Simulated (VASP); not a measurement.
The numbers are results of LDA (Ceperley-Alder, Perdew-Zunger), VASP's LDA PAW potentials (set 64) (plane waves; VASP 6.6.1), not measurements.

Input for VASP

File KPOINTS:
```
kpoints
0
G
  14 14 8
```

File POSCAR:
```
Re
1
    1.3800000000    -2.3902300000     0.0000000000
    1.3800000000     2.3902300000     0.0000000000
    0.0000000000     0.0000000000     4.4600000000
Re
2
Direct
  0.3333330000   0.6666670000   0.2500000000
  0.6666670000   0.3333330000   0.7500000000
```

### INCAR
```
ALGO=Normal
EDIFF=1E-6
EDIFFG=-0.01
ENCUT=400
IBRION=2
ISIF=3
ISMEAR=1
LASPH=.TRUE.
LCHARG=.FALSE.
LMAXMIX=6
LREAL=.FALSE.
LWAVE=.FALSE.
NELM=100
NSW=60
PREC=Accurate
SIGMA=0.1
SYSTEM=Re
```

POTCAR, in this order: Re (LDA.64 set). Program: vasp_std.

Output of the run:

File OSZICAR:
```
       N       E                     dE             d eps       ncg     rms          rms(c)
DAV:   1     0.434747956430E+02    0.43475E+02   -0.57763E+03  3696   0.109E+03
DAV:   2    -0.235866333022E+02   -0.67061E+02   -0.58684E+02  4152   0.342E+02
DAV:   3    -0.288053376609E+02   -0.52187E+01   -0.44802E+01  4573   0.111E+02
DAV:   4    -0.289955160384E+02   -0.19018E+00   -0.17314E+00  4515   0.161E+01
DAV:   5    -0.289987546747E+02   -0.32386E-02   -0.31663E-02  4526   0.178E+00    0.429E+01
DAV:   6    -0.278779893138E+02    0.11208E+01   -0.11717E+00  4582   0.190E+01    0.180E+01
DAV:   7    -0.275228737163E+02    0.35512E+00   -0.79068E-01  4752   0.149E+01    0.400E-01
DAV:   8    -0.275118996418E+02    0.10974E-01   -0.86770E-03  4762   0.108E+00    0.180E-01
DAV:   9    -0.275109118921E+02    0.98775E-03   -0.49871E-04  3850   0.205E-01    0.368E-02
DAV:  10    -0.275109069360E+02    0.49560E-05   -0.56681E-05  4246   0.740E-02    0.207E-02
DAV:  11    -0.275109072282E+02   -0.29214E-06   -0.14924E-06  2533   0.166E-02
   1 F= -.27510907E+02 E0= -.27511067E+02  d E =-.275109E+02
       N       E                     dE             d eps       ncg     rms          rms(c)
DAV:   1    -0.275114976153E+02   -0.59068E-03   -0.24792E+01  3699   0.149E+02    0.221E+01
DAV:   2    -0.272375196664E+02    0.27398E+00   -0.27820E-01  4180   0.116E+01    0.805E+00
DAV:   3    -0.271627859312E+02    0.74734E-01   -0.17138E-01  4272   0.843E+00    0.815E-01
DAV:   4    -0.271640811702E+02   -0.12952E-02   -0.38655E-03  4745   0.109E+00    0.471E-01
DAV:   5    -0.271646723275E+02   -0.59116E-03   -0.10831E-03  4794   0.620E-01    0.116E-01
DAV:   6    -0.271647207347E+02   -0.48407E-04   -0.63487E-05  4645   0.183E-01    0.113E-02
DAV:   7    -0.271647202030E+02    0.53171E-06   -0.73727E-07  2175   0.281E-02
   2 F= -.27164720E+02 E0= -.27164872E+02  d E =0.346187E+00
       N       E                     dE             d eps       ncg     rms          rms(c)
DAV:   1    -0.277585402172E+02   -0.59382E+00   -0.11863E+01  3960   0.753E+01    0.165E+01
DAV:   2    -0.275727545907E+02    0.18579E+00   -0.21259E-01  3989   0.103E+01    0.660E+00
DAV:   3    -0.275270244283E+02    0.45730E-01   -0.13161E-01  4164   0.698E+00    0.422E-01
DAV:   4    -0.275279544280E+02   -0.93000E-03   -0.12675E-03  4066   0.420E-01    0.159E-01
DAV:   5    -0.275284082841E+02   -0.45386E-03   -0.50580E-04  4712   0.309E-01    0.755E-02
DAV:   6    -0.275285115160E+02   -0.10323E-03   -0.10600E-04  4573   0.162E-01    0.157E-02
DAV:   7    -0.275285132011E+02   -0.16851E-05   -0.29154E-06  2789   0.440E-02    0.176E-03
DAV:   8    -0.275285135409E+02   -0.33979E-06   -0.44028E-07  1725   0.164E-02
   3 F= -.27528514E+02 E0= -.27528592E+02  d E =-.176063E-01
       N       E                     dE             d eps       ncg     rms          rms(c)
DAV:   1    -0.275285690232E+02   -0.55822E-04   -0.10920E-03  3975   0.814E-01    0.143E-01
DAV:   2    -0.275285529280E+02    0.16095E-04   -0.18947E-05  4070   0.959E-02    0.520E-02
DAV:   3    -0.275285489574E+02    0.39706E-05   -0.10405E-05  3766   0.622E-02    0.484E-03
DAV:   4    -0.275285490009E+02   -0.43570E-07   -0.71037E-08  1515   0.640E-03
   4 F= -.27528549E+02 E0= -.27528625E+02  d E =-.176418E-01
```

### OUTCAR
```
------------------------ aborting loop because EDIFF is reached ----------------------------------------
  FORCE on cell =-STRESS in cart. coord.  units (eV):
  Direction    XX          YY          ZZ          XY          YZ          ZX
  --------------------------------------------------------------------------------------
  Total       -0.0162002     -0.0162002     -0.0027724      0.0000000     -0.0000000      0.0000000
  in kB       -0.9016476     -0.9016476     -0.1543009      0.0000000     -0.0000000      0.0000000
  external PRESSURE =      -0.6525320 kB  Pullay stress =       0.0000000 kB
  volume of cell :       28.79
      direct lattice vectors                 reciprocal lattice vectors
     1.369971338 -2.372859850 -0.000000000     0.364971139 -0.210716195  0.000000000
     1.369971338  2.372859850  0.000000000     0.364971139  0.210716195 -0.000000000
     0.000000000  0.000000000  4.427729837     0.000000000 -0.000000000  0.225849371
 POSITION                                       TOTAL-FORCE (eV/Angst)
 -----------------------------------------------------------------------------------
      1.36997      0.79095      1.10693        -0.000000      0.000000      0.000000
      1.36997     -0.79095      3.32080         0.000000     -0.000000      0.000000
 -----------------------------------------------------------------------------------
    total drift:                               -0.000001      0.000007     -0.000016
  FREE ENERGIE OF THE ION-ELECTRON SYSTEM (eV)
  ---------------------------------------------------
  free  energy   TOTEN  =       -27.5285490009 eV

  energy  without entropy=      -27.5287759509  energy(sigma->0) =      -27.52862465

 reached required accuracy - stopping structural energy minimisation
```
(Selected blocks of OUTCAR.)

### CONTCAR
```
Re
   1.00000000000000
     1.3699713377038061   -2.3728598498661087   -0.0000000000000000
     1.3699713377038061    2.3728598498661087    0.0000000000000000
     0.0000000000000000    0.0000000000000000    4.4277298368494016
  Re
     2
Direct
     0.3333330000000032    0.6666669999999968    0.2500000000000000
     0.6666669999999968    0.3333330000000032    0.7500000000000000
```

Energy and stress use the plane-wave basis of the starting cell.

The compound is Re in the hcp structure. This run relaxes it. Symmetry was kept, so distortions that lower it aren't found.
